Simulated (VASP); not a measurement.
Input:

```xyz
8
Lattice="5.2971 0.0000 0.0000 0.0000 3.4299 0.0000 0.0000 0.0000 5.7355" Properties=species:S:1:pos:R:3 pbc="T T T"
Ni     2.6779     0.8575     3.9617
Ni     2.6192     2.5724     1.7738
Ni     5.2678     2.5724     1.0939
Ni     0.0293     0.8575     4.6416
Ge     3.6532     0.8575     0.4989
Ge     1.6439     2.5724     5.2367
Ge     4.2925     2.5724     3.3666
Ge     1.0047     0.8575     2.3689
```

Calculation: PBE GGA, VASP's PBE PAW potentials (set 64) (plane waves; VASP 6.6.1). Run with 300 eV cut-off, 4×5×3 Γ-centred mesh, Fermi-Dirac smearing of 0.050 eV, potentials Ni Ge_d.

At this cut-off the stress carries a Pulay error, which pulls relaxed volumes low.

What does the run give for the energy per atom (σ→0), pressure, largest force, band gap (on the k-mesh) with the smallest direct gap where there is one?

The band gap (on the k-mesh) comes out as none (metal, semimetal or under 0.01 eV) and the energy per atom (σ→0) comes out as -5.290 eV/atom. The pressure comes out as 7.23 GPa and the largest force is 0.120 eV/Å.

Only differences to runs with the same potentials and settings are physical.

The structure comes from a computed database's NiGe entry; how it stands against other phases isn't given here. The cell was not relaxed at this level. The k-mesh is coarse (spacing up to 0.37 per Å, 2π included), so the numbers may not be converged in it. The run is not spin-polarised, so no magnetic state was tried.
